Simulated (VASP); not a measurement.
Level of theory: r2SCAN+rVV10, VASP's PBE PAW potentials (set 64) (plane waves; VASP).

The input files of a VASP run:

### POSCAR
```
PtAl2
1.0
  0.0000000000   2.9156431301   2.9156431301
  2.9156431301   0.0000000000   2.9156431301
  2.9156431301   2.9156431301   0.0000000000
Al Pt
2 1
Cartesian
  1.4578215650   1.4578215650   1.4578215650
  4.3734646952   4.3734646952   4.3734646952
  0.0000000000   0.0000000000   0.0000000000
```

KPOINTS:
```
Automatic mesh
0
Gamma
9 9 9
0 0 0
```

INCAR:
```
! general
SYSTEM   = PtAl2
PREC     = Accurate
ENCUT    = 520
LREAL    = .False.
LASPH    = .True.

! electronic loop
EDIFF    = 1E-7
NELM     = 100
ALGO     = Normal
LMAXMIX  = 6
LMIXTAU  = .True.

! smearing
ISMEAR   = 1
SIGMA    = 0.1

! functional
METAGGA  = R2SCAN
LUSE_VDW = .True.
BPARAM   = 11.95
CPARAM   = 0.0093

! ions
ISIF     = 2

! output
LWAVE    = .False.
LCHARG   = .False.
```

POTCAR, in this order: Al Pt (PBE.64 set). Program: vasp_std.

Q: What will the output report for the number of irreducible k-points (NKPTS), largest plane-wave count, number of space-group operations, FFT grid (NGX, NGY, NGZ)?

A: 
```json
{
  "number of irreducible k-points (NKPTS)": "35",
  "largest_plane_wave_count": "1363",
  "number_of_space_group_operations": "48",
  "FFT grid (NGX, NGY, NGZ)": "32 × 32 × 32"
}
```

The compound is PtAl2 in the fluorite structure. This cell is one point of a volume scan, at 0.97 of the reference volume.
